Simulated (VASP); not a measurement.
Here is the system:

```xyz
2
Lattice="3.6360 0.0000 0.0000 -1.8180 3.1489 0.0000 0.0000 0.0000 5.7826" Properties=species:S:1:pos:R:3 pbc="T T T"
Gd     0.0000     2.0992     1.4457
Gd     1.8180     1.0496     4.3369
```

All values below come from PBEsol GGA, VASP's PBE PAW potentials (set 64) (plane waves; VASP). Settings: 400 eV cut-off, 10×10×6 Γ-centred mesh, first-order Methfessel-Paxton smearing of 0.10 eV, potentials Gd_3.

The 4f electrons are frozen in the core of the lanthanide potential, so 4f levels, which can set the real gap, and their magnetism are missing. Energy and stress use the plane-wave basis of the starting cell.

Task: The ions, cell shape and volume are relaxed. What does this cell relax into?

Result: 
```xyz
2
Lattice="3.5662 0.0000 0.0000 -1.7831 3.0885 0.0000 0.0000 0.0000 5.6251" Properties=species:S:1:pos:R:3 pbc="T T T"
Gd     0.0000     2.0590     1.4063
Gd     1.7831     1.0295     4.2188
```
Space group P6_3/mmc (194), at a tolerance of 0.03 Å.

Task: How do energy and volume change from the first to the last step?

Result: The energy (σ→0) changes by -17.5 meV/atom and the volume by -6.4 %, in 3 ionic steps.

The structure comes from a measured Gd entry (P6_3/mmc) of the Crystallography Open Database, whose conditions weren't checked. This run relaxes it. Symmetry was kept, so distortions that lower it aren't found.
